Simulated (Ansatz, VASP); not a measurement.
## TiB2 in two plane-wave programs

Aim: how closely do two programs agree when they are given the same cell, functional and k mesh? Of the first pair: The structure shown is the end of the Ansatz relaxation below.

Program: Ansatz 0.2.0. Level of theory: plane waves, with VASP 6.6.1 beside it; single point at PBEsol and zone-centre phonons at PBEsol. Results are calculated unless marked as measured.

**1. The starting structure**

Symmetry: P6/mmm, No. 191, hexagonal system. Conventional cell: a = 3.002 Å, b = 3.002 Å, c = 3.311 Å, α = 90.00°, β = 90.00°, γ = 120.00°. Nearest to B lie 3 B at 1.73 Å and 6 Ti at 2.40 Å. Nearest to Ti lie 12 B at 2.40 Å. Farther neighbours are not listed.

**2. Ansatz: relaxation, PBEsol**

Ansatz runs on its PAW soft_1 files.

This run makes the geometry at which the two programs are then compared.

The input, input.yaml:

```yaml
crystal:
  lattice:
    - [3.0051999338, 0.0, 0.0]
    - [-1.5025999669, 2.6025794861, 0.0]
    - [0.0, 0.0, 3.3114714465]
  atoms:
    - { symbol: B, position: [0.3333333329, 0.6666666671, 0.5] }
    - { symbol: B, position: [0.6666666671, 0.3333333329, 0.5] }
    - { symbol: Ti, position: [0.0, 0.0, 0.0] }
kpoints:
  mp_grid: { grid: [15, 15, 16] }
hamiltonian:
  xc: pbesol
  pseudopotentials: { kind: paw, azcp: { folder: soft_1 }, xc_functional: pbe }
scf:
  occupations: { method: methfessel_paxton, width: 0.2 }
output:
  forces: true
  stress: true
  eigenvalues: true
relax:
  adjacent_minimum: "off"
  f_tol: 0.001
  max_steps: 60
  cell: { stress_tol: 0.01, fix: [c, angles] }
```

Run with:

```bash
> ansatz run input.yaml --threads 4 --pin off --max-ram 10240MiB --backend cpu --events-out ev --progress --plain --runs-dir out
```

Numbers of over 12 decimals in the logs are rounded to 6 here.

What it wrote:

```text
Warning: crystal.symmetry: narrowed to the stabiliser of the fixed cell quantities (relax.cell.fix) — unitary ops 24 → 8. The narrowing is safe, since a smaller group never makes results wrong: the run goes on under it, on as many k-points as the starting group would need, or more. Excluded: 16 operations that would move a fixed cell quantity at a test strain (relax.cell.fix fixes c, alpha, beta, gamma). The cell can leave their symmetry as it relaxes.
Engine: ansatz 0.2.0, x86_64-unknown-linux-gnu
Pseudopotentials: kind: paw
Pseudopotential: B, paw, valence charge 3, recommended cutoff 420 eV (normal), soft_1/B.paw.azcp
Pseudopotential: Ti, paw, valence charge 12, recommended cutoff 420 eV (normal), soft_1/Ti.paw.azcp
Functional definition: PBEsol
  exchange = pbesol_x
  correlation = pbesol_c
Crystal: 3 atoms, lattice volume = 25.900 Å³
Basis set: ecut = 420 eV, 515 PW (Γ), exchange–correlation on 48×48×48 points (8 copies of the dense FFT grid, shifted against one another)
Bands: 13, of which v1, the nominal top of the filled ones, is band 9 counted from 1 (8 counted from 0)
Symmetry: 8 space group operations
k-points: 576 of 3600
Non-local potential: B, projectors of the file, l = 0: 2, l = 1: 2, l = 2: 1
Non-local potential: Ti, projectors of the file, l = 0: 3, l = 1: 2, l = 2: 3, l = 3: 1
PAW form: soft (Blöchl's): semilocal exchange-correlation on the pseudo side does not see the compensation charge
PAW frozen core: B, regenerated for the run's functional, and the local potential with it (the file was generated under x = pbe(κ = 0.804, μ = 0.219515), c = pbe(β = 0.066725))
PAW frozen core: Ti, regenerated for the run's functional, and the local potential with it (the file was generated under x = pbe(κ = 0.804, μ = 0.219515), c = pbe(β = 0.066725))
PAW one-centre angular grid: B, 110 points (default); XC on 64 Gauss nodes
PAW one-centre angular grid: Ti, 590 points (default); XC on 64 Gauss nodes
Initial density: superposition of atomic densities (chi_scale 0.1, normalization cell, long waves kept (reshape's long-wave potential 0.00 eV rms))
Initial wavefunctions: pseudopotential atomic-orbital guess
Functional: x = pbesol(κ = 0.804, μ = 0.123457), c = pbesol(β = 0.046)
SCF iter   1: F=—  HF=-2783.792832 eV  |F-HF|=—  |Δ(HF+E_count)|=         —  Δρ=1.09e-1  dr2=4.88e0  ethr=3.10e-3  ⟨swp⟩=4.3  Hψ=35452  notcnv=0
preconditioner: auto → none  [metal: Δε(μ)=0.056 eV  Ē_g=9.374 eV  σ=0.200 eV  W_gap=0.23  n_scr=8 (ndim 8)  ℏωp=23.1 eV  f_vac=0.000  D(μ)=0.40/eV (n_scr^D=0)  sad-step TF]
SCF iter   2: F=—  HF=-2783.153795 eV  |F-HF|=—  |Δ(HF+E_count)|=   6.39e-1  S|Δr|=    0.00e0  Δρ=7.26e-2  dr2=2.37e0  ethr=3.10e-3  ⟨swp⟩=2.0  Hψ=14306  notcnv=0
SCF iter   3: F=—  HF=-2782.580468 eV  |F-HF|=—  |Δ(HF+E_count)|=   5.73e-1  S|Δr|=    0.00e0  Δρ=9.82e-3  dr2=3.32e-2  ethr=3.10e-3  ⟨swp⟩=3.2  Hψ=14893  notcnv=0
SCF iter   4: F=—  HF=-2782.576315 eV  |F-HF|=—  |Δ(HF+E_count)|=   4.15e-3  S|Δr|=    0.00e0  Δρ=1.13e-3  dr2=3.18e-4  ethr=1.84e-4  ⟨swp⟩=2.0  Hψ=13494  notcnv=0
SCF iter   5: F=—  HF=-2782.576356 eV  |F-HF|=—  |Δ(HF+E_count)|=   4.08e-5  S|Δr|=    0.00e0  Δρ=3.57e-4  dr2=5.44e-5  ethr=1.77e-6  ⟨swp⟩=2.1  Hψ=10504  notcnv=0
SCF iter   6: F=—  HF=-2782.576335 eV  |F-HF|=—  |Δ(HF+E_count)|=   2.04e-5  S|Δr|=    0.00e0  Δρ=9.25e-5  dr2=2.71e-6  ethr=3.02e-7  ⟨swp⟩=2.3  Hψ=10386  notcnv=0
SCF iter   7: F=-2782.576335 eV  HF=-2782.576335 eV  |F-HF|=7.59e-9  |Δ(HF+E_count)|=   5.78e-7  S|Δr|=    0.00e0  Δρ=5.86e-6  dr2=8.88e-9  ethr=5.56e-10  ⟨swp⟩=2.7  Hψ=27670  notcnv=0
SCF 1 converged in 7 iterations: F = -2782.576335 eV  dr2 = 8.88e-9
  greatest PAW one-centre occupation: 0.998 electrons in one spin orbital (limit 2), on the Ti atom at site 2 (counted from 0), in its partial waves of l = 0
relax step   1: F+E_penalty+E_count = -2782.57633472 eV  Δ(F+E_penalty+E_count) = +0.000e0 eV  max|allowed force component| = 5.931e-8 eV/Å  Δτ_max = 0.0000 Å  P = -6.125 GPa  Ω = 25.900 Å³  fix = [c, alpha, beta, gamma]  reactions: c -16.618 GPa; gamma -0.000 GPa/rad  (7 SCF iters, dr2 threshold 1.00e-7 eV, accepted)
[...]
relax step   2: F+E_penalty+E_count = -2782.57654370 eV  Δ(F+E_penalty+E_count) = -2.090e-4 eV  max|allowed force component| = 6.314e-8 eV/Å  Δτ_max = 0.0000 Å  P = -5.623 GPa  Ω = 25.851 Å³  energy of the carried Pulay correction = +4.384e-5 eV  fix = [c, alpha, beta, gamma]  reactions: c -16.481 GPa; gamma -0.000 GPa/rad  (3 SCF iters, dr2 threshold 3.00e-7 eV, accepted)
[...]
relax step   3: F+E_penalty+E_count = -2782.57656461 eV  Δ(F+E_penalty+E_count) = -2.091e-5 eV  max|allowed force component| = 3.522e-8 eV/Å  Δτ_max = 0.0000 Å  P = -5.480 GPa  Ω = 25.837 Å³  energy of the carried Pulay correction = +5.631e-5 eV  fix = [c, alpha, beta, gamma]  reactions: c -16.441 GPa; gamma -0.000 GPa/rad  (3 SCF iters, dr2 threshold 9.48e-8 eV, accepted)
[...]
relax step   4: F+E_penalty+E_count = -2782.57650972 eV  Δ(F+E_penalty+E_count) = +5.488e-5 eV  max|allowed force component| = 1.582e-8 eV/Å  Δτ_max = 0.0000 Å  P = -5.482 GPa  Ω = 25.837 Å³  fix = [c, alpha, beta, gamma]  reactions: c -16.442 GPa; gamma +0.000 GPa/rad  stress off target by 2.01e-3 GPa on what of the cell is left free  SCF on the basis re-selected at this cell (its energy is not comparable with the rows above)  (4 SCF iters)
basis re-selected at this cell: Δ(F+E_penalty+E_count) = +5.488e-5 eV, ΔP = -0.002 GPa vs the last step (what re-selecting the basis moved, of the pressure what is left beyond the Pulay correction that the steps carried, after the strain that the cell walked since its last selection, with what the two solves' SCF thresholds leave and, on support functions, any second-order correction that the steps lacked; it is no m [...]
SCF converged after 4 iterations
Stability not checked: this state was not tested for a lower state beside it, because cold or Methfessel-Paxton smearing, or corrected tetrahedra, fill the levels in a way that the test cannot read (fill_not_monotonic; see scf.lower_state_search)
Free energy (F): -2782.576510 eV
Harris-Foulkes:  -2782.576510 eV  (|F-HF|=2.27e-12)
Internal energy: -2782.576706 eV  (E = F + TS)
E sigma→0 (E₀):  -2782.576559 eV
Entropy (-TS):   0.000197 eV (0.066 meV/atom)
Fermi energy:    14.927302 eV
--- Per-component energies (eV) ---
  E_band       = -97.530182
  E_kinetic    = 382.856338
  E_local      = -845.525206  (includes V_loc(G=0)·N_el)
  E_nonlocal   = 76.993097
  E_hartree    = 345.833259
  E_xc         = -183.215356
  E_vxc        = -225.650994  (∫ρ·V_xc dr)
  E_paw        = -1166.946560  (= ΣΔE_a)
  E_vpaw       = -177.869857  (= ΣTr[D̂ρ^β])
  E_aug_tail   = -0.000074  (compensation charges beyond the density's cutoff)
  E_ewald      = -1392.741010
  E_core_change = 0.168806  (= ΣΔE_core)
  E_smearing   = 0.000197  (= −TS)
  E_closure    = -0.000000  (closes the sum)
  Σ components = -2782.576510   (vs F -2782.576510, Δ=0.00e0)
--- Forces (eV/Å), atoms counted from 1 ---
  atom   1  B     -0.00000002     0.00000001     0.00000000
  atom   2  B      0.00000002    -0.00000001    -0.00000000
  atom   3  Ti     0.00000000     0.00000000     0.00000000
  max |Σ_I F_I| component: 0.00e0 eV/Å
--- Stress (GPa, compression-positive) ---
       -0.002011      -0.000000       0.000000
       -0.000000      -0.002011       0.000000
        0.000000       0.000000     -16.442072
  P = ⅓ Tr σ = -5.4820 GPa (-54.820 kbar)
--- Band table (eV; the first three rows and the last of 576) ---
  k-point 0: bands = [... 5 lower, 12.1982, 12.5318, 12.5318, 12.6533, 16.7544, 16.7544, 18.3301, 18.3301]
  k-point 1: bands = [... 5 lower, 11.6132, 12.5706, 12.5706, 13.1879, 16.6400, 16.6400, 18.2464, 18.2464]
  k-point 2: bands = [... 5 lower, 10.8189, 12.6862, 12.6862, 13.8396, 16.3530, 16.3530, 18.0052, 18.0052]
  k-point 575: bands = [... 5 lower, 7.3547, 10.4229, 10.9932, 11.9031, 17.1120, 17.8400, 19.0427, 19.2808]
--- Relaxed structure (3 steps of the walk, 3 accepted, 1 SCFs on fresh bases) ---
  F+E_penalty+E_count = -2782.57650972 eV   max|allowed force component| = 1.582e-8 eV/Å   (the final SCF, on the basis selected at the relaxed cell)
  cell:  # Å, volume = 25.8368 Å³
    - [3.001534, 0, 0]
    - [-1.500767, 2.599405, 0]
    - [0, 0, 3.3114714465]
  atoms:
    - { symbol: B, position: [0.333333, 0.666667, 0.5] }
    - { symbol: B, position: [0.666667, 0.333333, 0.5] }
    - { symbol: Ti, position: [0, 0, 0.0] }
```

**3. VASP: single point, PBEsol**

The same cell, functional, mesh and smearing now go to VASP, with its own data sets.

Lines of VASP's logs that name or quote its potential files are left out, and so is its time.

The input, INCAR:

```
SYSTEM = TiB2
PREC = Accurate
ENCUT = 500
EDIFF = 1E-06
NELM = 120
ISMEAR = 1
SIGMA = 0.2
LREAL = .FALSE.
ALGO = Normal
GGA = PS
NBANDS = 15
LASPH = .TRUE.
LORBIT = 11
LWAVE = .FALSE.
LCHARG = .FALSE.
ISIF = 2
GGA_COMPAT = .FALSE.
KPAR = 2
```

The input, POSCAR:

```
TiB2
1.0
    3.0015343954      0.0000000000      0.0000000000
   -1.5007671977      2.5994050368      0.0000000000
    0.0000000000      0.0000000000      3.3114714465
B Ti
2 1
Direct
    0.3333333333      0.6666666667      0.5000000000
    0.6666666667      0.3333333333      0.5000000000
    0.0000000000      0.0000000000      0.0000000000
```

The input, KPOINTS:

```
Automatic mesh
0
Gamma
15 15 16
0 0 0
```

Potentials, in the order of the species: B and Ti_sv (PBE family, release 64).

Run with:

```bash
> mpirun -np 2 vasp_std
```

What it wrote:

```text
[banner, memory and clock lines left out]
running    2 mpi-ranks, on    1 nodes
 distrk:  each k-point on    1 cores,    2 groups
 distr:  one band on    1 cores,    1 groups

 POSCAR found type information on POSCAR B Ti
 POSCAR found :  2 types and       3 ions
|                                                                             |
|               ----> ADVICE to this user running VASP <----                  |
|                                                                             |
|     You enforced a specific xc type in the INCAR file but a different       |
|     [... a line on the potential file left out ...]
|     I HOPE YOU KNOW WHAT YOU ARE DOING!                                     |
|                                                                             |

 LDA part: xc-table for (Slater+PW92), standard interpolation
 POSCAR, INCAR and KPOINTS ok, starting setup
 FFT: planning ... GRIDC
 FFT: planning ... GRID_SOFT
 FFT: planning ... GRID
 WAVECAR not read
 entering main loop
       N       E                     dE             d eps       ncg     rms          rms(c)
DAV:   1     0.119511724632E+03    0.11951E+03   -0.88605E+03  7290   0.133E+03
DAV:   2    -0.234385339328E+02   -0.14295E+03   -0.13848E+03  7675   0.351E+02
DAV:   3    -0.308082591294E+02   -0.73697E+01   -0.72773E+01 10527   0.780E+01
DAV:   4    -0.310105354265E+02   -0.20228E+00   -0.20209E+00  8949   0.116E+01
DAV:   5    -0.310156313444E+02   -0.50959E-02   -0.50957E-02 10735   0.155E+00    0.167E+01
DAV:   6    -0.257499059930E+02    0.52657E+01   -0.22422E+01 10168   0.522E+01    0.377E+00
DAV:   7    -0.257447591893E+02    0.51468E-02   -0.13077E+00  7732   0.132E+01    0.337E+00
DAV:   8    -0.257452229506E+02   -0.46376E-03   -0.10729E-01 12208   0.295E+00    0.788E-01
DAV:   9    -0.257415915456E+02    0.36314E-02   -0.45597E-02  9341   0.280E+00    0.241E-01
DAV:  10    -0.257409992851E+02    0.59226E-03   -0.40229E-03  9236   0.796E-01    0.807E-02
DAV:  11    -0.257410129507E+02   -0.13666E-04   -0.27069E-04 10528   0.170E-01    0.485E-02
DAV:  12    -0.257409913730E+02    0.21578E-04   -0.82895E-05  8861   0.117E-01    0.132E-02
DAV:  13    -0.257409911118E+02    0.26126E-06   -0.44425E-06  9029   0.196E-02
   1 F= -.25740991E+02 E0= -.25741056E+02  d E =0.194528E-03
```

Parts of OUTCAR (step 3):

```text
ion  position               nearest neighbor table
   1  0.333  0.667  0.500-   2 1.73   2 1.73   2 1.73   3 2.40   3 2.40   3 2.40   3 2.40   3 2.40
                             3 2.40
   2  0.667  0.333  0.500-   1 1.73   1 1.73   1 1.73   3 2.40   3 2.40   3 2.40   3 2.40   3 2.40
                             3 2.40
   3  0.000  0.000  0.000-   1 2.40   2 2.40   1 2.40   2 2.40   2 2.40   2 2.40   1 2.40   1 2.40
                             2 2.40   2 2.40   1 2.40   1 2.40

  LATTYP: Found a hexagonal cell.
 ALAT       =     3.0015343954
 C/A-ratio  =     1.1032595367

 Subroutine GETGRP returns: Found 24 space group operations
 (whereof 24 operations were pure point group operations)

The static configuration has the point symmetry D_6h.

 Found    243 irreducible k-points:

   k-points           NKPTS =    243   k-points in BZ     NKDIM =    243   number of bands    NBANDS=     15

   dimension x,y,z NGX =    24 NGY =   24 NGZ =   24
   dimension x,y,z NGXF=    48 NGYF=   48 NGZF=   48

   ENCUT  =  500.0 eV  36.75 Ry    6.06 a.u.   5.47  5.47  6.04*2*pi/ulx,y,z

   NELECT =      18.0000    total number of electrons

 k-points in reciprocal lattice and weights: Automatic mesh
   0.00000000  0.00000000  0.00000000       0.000
   0.06666667  0.00000000  0.00000000       0.002
   0.13333333 -0.00000000  0.00000000       0.002
   0.20000000  0.00000000  0.00000000       0.002
   0.26666667 -0.00000000  0.00000000       0.002
   0.33333333  0.00000000  0.00000000       0.002
   0.40000000  0.00000000  0.00000000       0.002
   0.46666667  0.00000000  0.00000000       0.002
   0.06666667  0.06666667  0.00000000       0.002
[...]
0.33333333  0.26666667  0.50000000       0.003
   0.33333333  0.33333333  0.50000000       0.001

 average (electrostatic) potential at core
       1 -22.4352       2 -22.4352       3 -70.8963

 E-fermi :   9.8601

 k-point     1 :       0.0000    0.0000    0.0000
  band No.  band energies     occupation
    ...
      5      -3.6534      2.00000
      6       7.1365      2.00000
      7       7.4736      2.00000
      8       7.4736      2.00000
      9       7.5906      2.00000
     10      11.6796     -0.00000
     11      11.6796     -0.00000
     12      13.2644     -0.00000
     13      13.2644     -0.00000
     14      15.8404      0.00000
    ...

 k-point     2 :       0.0667    0.0000    0.0000
  band No.  band energies     occupation
    ...
      5      -3.5669      2.00000
      6       7.0782      2.00000
      7       7.2178      2.00000
      8       7.4545      2.00000
      9       7.6462      2.00000
     10      11.6524     -0.00000
     11      11.8156     -0.00000
     12      12.9459     -0.00000
     13      13.0072     -0.00000
     14      16.1204      0.00000
    ...

 k-point     3 :       0.1333   -0.0000    0.0000
  band No.  band energies     occupation
    ...
      5      -3.3107      2.00000
      6       6.5270      2.00000
      7       6.9324      2.00000
      8       7.3889      2.00000
      9       7.7907      2.00000
     10      11.5764     -0.00000
     11      12.1765     -0.00000
     12      12.3548     -0.00000
     13      12.5938     -0.00000
     14      16.5469      0.00000
    ...

  Total        0.0734814      0.0734814     -2.5927845      0.0000000      0.0000000     -0.0000000
  in kB        4.5566916      4.5566916   -160.7824763      0.0000000      0.0000000     -0.0000000
  external PRESSURE =     -50.5563644 kB  Pullay stress =       0.0000000 kB

  energy-cutoff  :      500.00
  volume of cell :       25.84
      direct lattice vectors                 reciprocal lattice vectors
     3.001534395  0.000000000  0.000000000     0.333162932  0.192351709  0.000000000
    -1.500767198  2.599405037  0.000000000     0.000000000  0.384703417  0.000000000
     0.000000000  0.000000000  3.311471447     0.000000000  0.000000000  0.301980559

 POSITION                                       TOTAL-FORCE (eV/Angst)
 -----------------------------------------------------------------------------------
     -0.00000      1.73294      1.65574        -0.000000     -0.000000      0.000000
      1.50077      0.86647      1.65574        -0.000000      0.000000      0.000000
      0.00000      0.00000      0.00000         0.000000     -0.000000      0.000000
 -----------------------------------------------------------------------------------
    total drift:                               -0.000000      0.000000      0.000000

  FREE ENERGIE OF THE ION-ELECTRON SYSTEM (eV)
  ---------------------------------------------------
  free  energy   TOTEN  =       -25.7409911118 eV

  energy  without entropy=      -25.7411856400  energy(sigma->0) =      -25.74105595

 total charge
# of ion       s       p       d       tot
------------------------------------------
    1        0.687   1.330   0.000   2.016
    2        0.687   1.330   0.000   2.016
    3        2.177   6.204   2.025  10.407
--------------------------------------------------
tot          3.551   8.863   2.025  14.439

[... 3 further parts left out ...]
```

The run ends at a pressure of -5.06 GPa.

**4. Side by side**

Known differences besides the potentials themselves: the cutoff is 420 eV in Ansatz and 500 eV in VASP; Ansatz makes its cores anew for this functional, VASP keeps those of its PBE data sets; Ansatz's pressure holds a Pulay correction, VASP's none. Total energies have different zeros and are not compared.

The two programs side by side:

| quantity | Ansatz | VASP | difference |
| --- | --- | --- | --- |
| pressure (GPa) | -5.48 | -5.06 | -0.43 |

(Continued in part 2 of 2.)

[Lines on the potential files, build, host, timing and source positions are cut from VASP's logs without a mark.]

[Logs are printed without paths, hosts, clocks, repeated set-up lines and the standing remarks that a program may print on its own settings, such as how far it seeks lower states.]

[Hosts, paths, dates, database ids (printed as entryN), source tags and the programs' standing remarks are cut or masked in the printed files.]
